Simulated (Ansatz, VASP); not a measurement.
# B2Ru: VASP beside Ansatz, part 2 of 3

One calculation is typed for both programs; each brings its own data sets. How far apart do they land? The cell is taken from a series of runs on this material, whose earlier steps may have relaxed, scaled, displaced or heated it; both programs get it as it stands.

VASP 6.6.1 and Ansatz 0.2.0.

So far: Starting point; Ansatz: zone-centre phonons, PBEsol.

**3. VASP: zone-centre phonons, PBEsol**

Level of this step: PBEsol; plane waves and PAW (B, Ru_pv) (VASP).

The same cell, functional, mesh and smearing now go to VASP, with its own data sets.

Lines of VASP's logs that name or quote its potential files are left out, and so is its time.

The input, INCAR:

```
SYSTEM = B2Ru
PREC = Accurate
ENCUT = 500
EDIFF = 1E-08
NELM = 120
ISMEAR = 1
SIGMA = 0.2
LREAL = .FALSE.
ALGO = Normal
GGA = PS
NBANDS = 26
LASPH = .TRUE.
LORBIT = 11
LWAVE = .FALSE.
LCHARG = .FALSE.
ISIF = 2
IBRION = 8
GGA_COMPAT = .FALSE.
KPAR = 2
```

The input, POSCAR:

```
B2Ru
1.0
    2.8518505309      0.0000000000      0.0000000000
    0.0000000000      4.6246575757      0.0000000000
    0.0000000000      0.0000000000      4.0226474864
B Ru
4 2
Direct
    0.0000000000      0.8035467301      0.3625743075
    0.0000000000      0.1964532699      0.3625743075
    0.5000000000      0.3035467301      0.6374256925
    0.5000000000      0.6964532699      0.6374256925
    0.0000000000      0.0000000000      0.8487661142
    0.5000000000      0.5000000000      0.1512338858
```

The input, KPOINTS:

```
Automatic mesh
0
Gamma
12 8 12
0 0 0
```

PAW data sets: B and Ru_pv (PBE family, release 64).

The run is started by

```sh
$ mpirun -np 2 vasp_std
```

Log:

```text
[banner, memory and clock lines left out]
running    2 mpi-ranks, on    1 nodes
 distrk:  each k-point on    1 cores,    2 groups
 distr:  one band on    1 cores,    1 groups

 POSCAR found type information on POSCAR B Ru
 POSCAR found :  2 types and       6 ions
|                                                                             |
|               ----> ADVICE to this user running VASP <----                  |
|                                                                             |
|     You enforced a specific xc type in the INCAR file but a different       |
|     [... a line on the potential file left out ...]
|     I HOPE YOU KNOW WHAT YOU ARE DOING!                                     |
|                                                                             |

 LDA part: xc-table for (Slater+PW92), standard interpolation
 POSCAR, INCAR and KPOINTS ok, starting setup
 FFT: planning ... GRIDC
 FFT: planning ... GRID_SOFT
 FFT: planning ... GRID
 WAVECAR not read
 entering main loop
       N       E                     dE             d eps       ncg     rms          rms(c)
DAV:   1     0.333821599797E+03    0.33382E+03   -0.21804E+04 12748   0.153E+03
DAV:   2    -0.413094390295E+02   -0.37513E+03   -0.36743E+03 13364   0.439E+02
DAV:   3    -0.565771658937E+02   -0.15268E+02   -0.15023E+02 15746   0.826E+01
DAV:   4    -0.567751796962E+02   -0.19801E+00   -0.19759E+00 15076   0.902E+00
DAV:   5    -0.567780214924E+02   -0.28418E-02   -0.28409E-02 15792   0.109E+00    0.386E+01
DAV:   6    -0.521238120028E+02    0.46542E+01   -0.50402E+01 14032   0.540E+01    0.912E+00
DAV:   7    -0.505241524487E+02    0.15997E+01   -0.13630E+01 13690   0.286E+01    0.730E+00
DAV:   8    -0.504203728732E+02    0.10378E+00   -0.45036E-01 14504   0.501E+00    0.189E+00
DAV:   9    -0.504151492826E+02    0.52236E-02   -0.29775E-02 14932   0.109E+00    0.231E-01
DAV:  10    -0.504146061667E+02    0.54312E-03   -0.34314E-03 14720   0.452E-01    0.838E-02
DAV:  11    -0.504145974426E+02    0.87242E-05   -0.25067E-04 14382   0.121E-01    0.211E-02
DAV:  12    -0.504145974948E+02   -0.52200E-07   -0.17628E-05 15198   0.316E-02    0.132E-02
DAV:  13    -0.504145957570E+02    0.17378E-05   -0.51902E-06 14558   0.178E-02    0.183E-03
DAV:  14    -0.504145958188E+02   -0.61783E-07   -0.26630E-07 14806   0.347E-03    0.153E-03
DAV:  15    -0.504145958037E+02    0.15014E-07   -0.50365E-08 12856   0.169E-03    0.197E-04
DAV:  16    -0.504145958097E+02   -0.59335E-08   -0.30075E-09  7004   0.424E-04
   1 F= -.50414596E+02 E0= -.50415232E+02  d E =0.190807E-02
 Linear response reoptimize wavefunctions to high precision
DAV:   1    -0.504145958126E+02   -0.28685E-08   -0.70759E-10  7018   0.189E-04
DAV:   2    -0.504145958126E+02   -0.34561E-10   -0.23151E-10  6786   0.836E-05
 Linear response DOF=           6
 Linear response progress:
  Degree of freedom:   1/  6
       N       E                     dE             d eps       ncg     rms          rms(c)
RMM:   1    -0.408945275664E-01   -0.40895E-01    0.16101E-02 69895   0.112E+00
RMM:   2    -0.386895399762E-01    0.22050E-02   -0.20746E-03 46022   0.224E-01    0.145E-01
RMM:   3    -0.386736763473E-01    0.15864E-04   -0.44823E-04 45893   0.963E-02    0.729E-02
RMM:   4    -0.390337284624E-01   -0.36005E-03   -0.35463E-04 47438   0.812E-02    0.982E-03
RMM:   5    -0.390172291516E-01    0.16499E-04   -0.10777E-05 47765   0.179E-02    0.321E-03
RMM:   6    -0.390179953883E-01   -0.76624E-06   -0.23522E-06 49113   0.506E-03    0.235E-03
RMM:   7    -0.390170278740E-01    0.96751E-06    0.49905E-07 48288   0.214E-03    0.133E-03
RMM:   8    -0.390119415253E-01    0.50863E-05    0.11925E-07 48437   0.110E-03    0.235E-04
RMM:   9    -0.390134624672E-01   -0.15209E-05   -0.37271E-08 54058   0.430E-04    0.180E-04
RMM:  10    -0.390135112088E-01   -0.48742E-07    0.38516E-08 55138   0.119E-04    0.116E-04
RMM:  11    -0.390133956121E-01    0.11560E-06   -0.58441E-09 54511   0.596E-05    0.185E-05
RMM:  12    -0.390133335667E-01    0.62045E-07    0.36191E-09 52426   0.329E-05    0.187E-05
RMM:  13    -0.390133442758E-01   -0.10709E-07    0.10183E-08 61338   0.188E-05    0.351E-06
RMM:  14    -0.390133400690E-01    0.42068E-08    0.24001E-08 51233   0.130E-05    0.177E-06
 first order change of Fermi-energy  -0.42110E-04
 force on displaced ion       1 direction 1 : -12.309  -0.002  -0.002
 Linear response progress:
  Degree of freedom:   2/  6
       N       E                     dE             d eps       ncg     rms          rms(c)
RMM:   1    -0.499310164324E-01   -0.49931E-01    0.49374E-02 46124   0.141E+00
RMM:   2    -0.459666151275E-01    0.39644E-02   -0.34990E-03 27808   0.323E-01    0.242E-01
RMM:   3    -0.458517741154E-01    0.11484E-03   -0.22525E-03 27082   0.171E-01    0.141E-01
RMM:   4    -0.458436734793E-01    0.81006E-05    0.18823E-04 26985   0.118E-01    0.625E-02
RMM:   5    -0.460166947199E-01   -0.17302E-03   -0.19431E-04 27054   0.668E-02    0.388E-02
RMM:   6    -0.460563929387E-01   -0.39698E-04   -0.10346E-04 27199   0.311E-02    0.133E-02
RMM:   7    -0.460684302398E-01   -0.12037E-04   -0.13763E-05 29451   0.109E-02    0.438E-03
RMM:   8    -0.460675888337E-01    0.84141E-06   -0.14571E-05 30883   0.360E-03    0.156E-03
RMM:   9    -0.460637342302E-01    0.38546E-05   -0.30774E-06 30130   0.110E-03    0.508E-04
[...]
RMM:   9    -0.456861305698E-01    0.12708E-05   -0.17791E-06 29077   0.110E-03    0.499E-04
RMM:  10    -0.456854196020E-01    0.71097E-06    0.23181E-07 33063   0.384E-04    0.192E-04
RMM:  11    -0.456854674913E-01   -0.47889E-07   -0.40278E-07 29561   0.191E-04    0.661E-05
RMM:  12    -0.456853748994E-01    0.92592E-07    0.21859E-07 31187   0.944E-05    0.292E-05
RMM:  13    -0.456854424236E-01   -0.67524E-07   -0.13238E-07 34888   0.423E-05    0.527E-06
RMM:  14    -0.456854471641E-01   -0.47405E-08   -0.41669E-08 33662   0.215E-05    0.478E-06
 first order change of Fermi-energy  -0.92458E-01
 force on displaced ion       1 direction 3 :   0.000  -2.657 -16.325
 Linear response progress:
  Degree of freedom:   4/  6
       N       E                     dE             d eps       ncg     rms          rms(c)
RMM:   1    -0.528105527153E+00   -0.52811E+00    0.35978E+00 19779   0.512E+01
RMM:   2    -0.636350228677E+00   -0.10824E+00   -0.15671E-01 28658   0.271E+00    0.214E-01
RMM:   3    -0.635912001657E+00    0.43823E-03   -0.31794E-03 32348   0.327E-01    0.114E-01
RMM:   4    -0.634872476049E+00    0.10395E-02   -0.63140E-04 35271   0.175E-01    0.358E-02
RMM:   5    -0.634798015159E+00    0.74461E-04   -0.62628E-05 36235   0.445E-02    0.223E-02
RMM:   6    -0.634773442101E+00    0.24573E-04   -0.14263E-05 32128   0.235E-02    0.118E-02
RMM:   7    -0.634761344996E+00    0.12097E-04   -0.45724E-06 34216   0.103E-02    0.387E-03
RMM:   8    -0.634765199021E+00   -0.38540E-05   -0.98069E-06 37681   0.382E-03    0.207E-03
RMM:   9    -0.634767361316E+00   -0.21623E-05   -0.68799E-06 36759   0.176E-03    0.635E-04
RMM:  10    -0.634768003689E+00   -0.64237E-06   -0.50868E-06 40117   0.740E-04    0.339E-04
RMM:  11    -0.634768606623E+00   -0.60293E-06   -0.27730E-06 37534   0.363E-04    0.665E-05
RMM:  12    -0.634768497882E+00    0.10874E-06   -0.20295E-06 40262   0.204E-04    0.201E-05
RMM:  13    -0.634768408048E+00    0.89835E-07   -0.82125E-07 42774   0.120E-04    0.598E-06
RMM:  14    -0.634768449415E+00   -0.41367E-07   -0.60256E-07 40020   0.805E-05    0.470E-06
RMM:  15    -0.634768451564E+00   -0.21492E-08   -0.27151E-07 40966   0.590E-05    0.157E-06
RMM:  16    -0.634768476361E+00   -0.24797E-07   -0.21122E-07 34506   0.486E-05    0.799E-07
RMM:  17    -0.634768471188E+00    0.51735E-08   -0.12220E-07 26210   0.424E-05    0.129E-06
RMM:  18    -0.634768478183E+00   -0.69952E-08   -0.76366E-08 24384   0.391E-05    0.103E-06
 first order change of Fermi-energy   0.11382E-02
 force on displaced ion       5 direction 1 : -10.277   0.000  -0.018
 Linear response progress:
  Degree of freedom:   5/  6
       N       E                     dE             d eps       ncg     rms          rms(c)
RMM:   1    -0.594844092214E+00   -0.59484E+00    0.38165E+00 18625   0.515E+01
RMM:   2    -0.708084922836E+00   -0.11324E+00   -0.16617E-01 27120   0.279E+00    0.212E-01
RMM:   3    -0.707447417974E+00    0.63750E-03   -0.20720E-03 30696   0.326E-01    0.106E-01
RMM:   4    -0.706744838143E+00    0.70258E-03   -0.44658E-04 33370   0.150E-01    0.415E-02
RMM:   5    -0.706488294562E+00    0.25654E-03    0.25925E-05 36816   0.443E-02    0.191E-02
RMM:   6    -0.706419627096E+00    0.68667E-04    0.95901E-06 32906   0.130E-02    0.518E-03
RMM:   7    -0.706419627033E+00    0.63548E-10    0.79393E-06 32583   0.641E-03    0.354E-03
RMM:   8    -0.706420788689E+00   -0.11617E-05   -0.23769E-06 32311   0.351E-03    0.208E-03
RMM:   9    -0.706421585924E+00   -0.79723E-06    0.15282E-06 35849   0.149E-03    0.456E-04
RMM:  10    -0.706422643665E+00   -0.10577E-05   -0.16976E-06 35054   0.818E-04    0.382E-04
RMM:  11    -0.706423030268E+00   -0.38660E-06   -0.21164E-06 40087   0.409E-04    0.261E-04
RMM:  12    -0.706423504727E+00   -0.47446E-06   -0.26479E-07 35948   0.230E-04    0.862E-05
RMM:  13    -0.706423542814E+00   -0.38087E-07   -0.12322E-07 37144   0.152E-04    0.468E-05
RMM:  14    -0.706423626539E+00   -0.83725E-07   -0.10735E-07 35259   0.105E-04    0.363E-06
RMM:  15    -0.706423614654E+00    0.11886E-07   -0.14254E-07 38197   0.761E-05    0.667E-06
RMM:  16    -0.706423632349E+00   -0.17695E-07   -0.47927E-08 34263   0.615E-05    0.210E-06
RMM:  17    -0.706423651663E+00   -0.19315E-07   -0.55528E-08 36580   0.514E-05    0.313E-06
RMM:  18    -0.706423647129E+00    0.45343E-08   -0.41476E-08 28200   0.451E-05    0.198E-06
 first order change of Fermi-energy   0.44544E-04
 force on displaced ion       5 direction 2 :   0.000 -17.934  -0.014
 Linear response progress:
  Degree of freedom:   6/  6
       N       E                     dE             d eps       ncg     rms          rms(c)
RMM:   1    -0.602480267519E+00   -0.60248E+00    0.22726E+00 12920   0.512E+01
RMM:   2    -0.714594477649E+00   -0.11211E+00   -0.15890E-01 19018   0.275E+00    0.273E-01
RMM:   3    -0.714800033710E+00   -0.20556E-03   -0.37000E-03 21183   0.332E-01    0.160E-01
RMM:   4    -0.714273176759E+00    0.52686E-03   -0.95916E-04 20307   0.198E-01    0.133E-01
RMM:   5    -0.713704929830E+00    0.56825E-03   -0.34444E-04 20464   0.126E-01    0.527E-02
RMM:   6    -0.713541598359E+00    0.16333E-03   -0.83866E-05 22187   0.551E-02    0.166E-02
RMM:   7    -0.713485857918E+00    0.55740E-04   -0.24783E-05 24529   0.192E-02    0.728E-03
RMM:   8    -0.713466455532E+00    0.19402E-04   -0.70539E-06 22830   0.684E-03    0.222E-03
RMM:   9    -0.713469570407E+00   -0.31149E-05   -0.45163E-06 24761   0.285E-03    0.110E-03
RMM:  10    -0.713472295306E+00   -0.27249E-05   -0.23529E-06 25644   0.129E-03    0.226E-04
RMM:  11    -0.713472752948E+00   -0.45764E-06   -0.22742E-06 25918   0.618E-04    0.132E-04
RMM:  12    -0.713472928240E+00   -0.17529E-06   -0.17918E-06 24114   0.379E-04    0.547E-05
RMM:  13    -0.713473057612E+00   -0.12937E-06   -0.94990E-07 26354   0.242E-04    0.252E-05
RMM:  14    -0.713472876607E+00    0.18101E-06   -0.42355E-07 24125   0.158E-04    0.272E-05
RMM:  15    -0.713472931041E+00   -0.54434E-07   -0.27187E-07 24965   0.114E-04    0.851E-06
RMM:  16    -0.713472939809E+00   -0.87674E-08   -0.10271E-07 25468   0.864E-05    0.765E-06
RMM:  17    -0.713472952515E+00   -0.12707E-07   -0.51914E-08 26024   0.683E-05    0.937E-06
RMM:  18    -0.713472983331E+00   -0.30816E-07   -0.22217E-08 23386   0.592E-05    0.189E-06
RMM:  19    -0.713472977062E+00    0.62690E-08   -0.97532E-09 19996   0.505E-05    0.378E-06
 first order change of Fermi-energy   0.96216E+00
 force on displaced ion       5 direction 3 :   0.000   0.000 -28.571
 Linear response finished
```

[end of part 2 of 3]

[Lines on the potential files, build, host, timing and source positions are cut from VASP's logs without a mark.]

[Logs are printed without paths, hosts, clocks, repeated set-up lines and the standing remarks that a program may print on its own settings, such as how far it seeks lower states.]

[Hosts, paths, dates, database ids (printed as entryN), source tags and the programs' standing remarks are cut or masked in the printed files.]
